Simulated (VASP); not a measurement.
These are AM05 GGA, VASP's PBE PAW potentials (set 64) (plane waves; VASP) values and carry that method's errors.

A VASP calculation is set up with these files.

### INCAR
```
ALGO=Normal
LCHARG=.FALSE.
ISMEAR=0
LASPH=.TRUE.   ! aspherical one-centre terms
LREAL=.FALSE.   ! projection in real space or not
ISIF=2   ! forces and stress, cell fixed
ENCUT=400   ! plane-wave cut-off (eV)
SYSTEM=SrTe
EDIFF=1E-6   ! SCF stop (eV)
LMAXMIX=4   ! l cut-off of mixed one-centre charges
SIGMA=0.05   ! width (eV)
PREC=Accurate
GGA=AM   ! AM05
NELM=100   ! most electronic steps
LWAVE=.FALSE.
```

POSCAR:
```
SrTe
1
    0.0000000000     3.3300000000     3.3300000000
    3.3300000000     0.0000000000     3.3300000000
    3.3300000000     3.3300000000     0.0000000000
Sr Te
1 1
Direct
  0.0000000000   0.0000000000   0.0000000000
  0.5000000000   0.5000000000   0.5000000000
```

KPOINTS:
```
Automatic
0
G
6 6 6
0 0 0
```

POTCAR, in this order: Sr_sv Te (PBE.64 set). Program: vasp_std.

Unless said otherwise, spin-orbit coupling is left out, though it shifts the bands of the heavy elements here.

Q: What does the run give for the energy per atom (σ→0), band gap (on the k-mesh)?

A: 
- energy per atom (σ→0) = -4.160 eV/atom
- band gap (on the k-mesh) = 1.67 eV

File OSZICAR:
```
...
DAV:   7    -0.831877182720E+01   -0.40552E-02   -0.21091E-01   520   0.306E+00    0.866E-01
DAV:   8    -0.831898323118E+01   -0.21140E-03   -0.25155E-02   456   0.803E-01    0.266E-01
DAV:   9    -0.831938255253E+01   -0.39932E-03   -0.93070E-04   508   0.243E-01    0.816E-02
DAV:  10    -0.831965138897E+01   -0.26884E-03   -0.22380E-04   448   0.101E-01    0.223E-02
DAV:  11    -0.831969731127E+01   -0.45922E-04   -0.61614E-05   488   0.518E-02    0.261E-02
DAV:  12    -0.831969925784E+01   -0.19466E-05   -0.37385E-06   500   0.113E-02    0.251E-03
DAV:  13    -0.831969944139E+01   -0.18355E-06   -0.24801E-07   340   0.355E-03
   1 F= -.83196994E+01 E0= -.83196994E+01  d E =-.122132E-15
```

The compound is SrTe in the rock salt structure. The cell was not relaxed at this level. The run is one of a series of settings (GGA = AM against the base run), some of them coarse on purpose.
